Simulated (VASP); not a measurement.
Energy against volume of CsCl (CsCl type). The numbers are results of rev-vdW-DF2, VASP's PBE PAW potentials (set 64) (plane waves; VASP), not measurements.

| V (Å³/atom) | E (eV/atom) |
|---|---|
| 32.408 | -1.34274 |
| 33.442 | -1.34929 |
| 34.476 | -1.35135 |
| 35.511 | -1.34971 |
| 36.545 | -1.34498 |

Question: Fit a third-order Birch-Murnaghan equation of state.

Answer: 
```
Item                                            Result
---------------------------------------  -------------
volume per atom                          34.50 Å³/atom
bulk modulus                                  19.0 GPa
pressure derivative of the bulk modulus           5.28
lattice constant a                             4.102 Å
```

The compound is CsCl in the CsCl type structure. It was relaxed first.
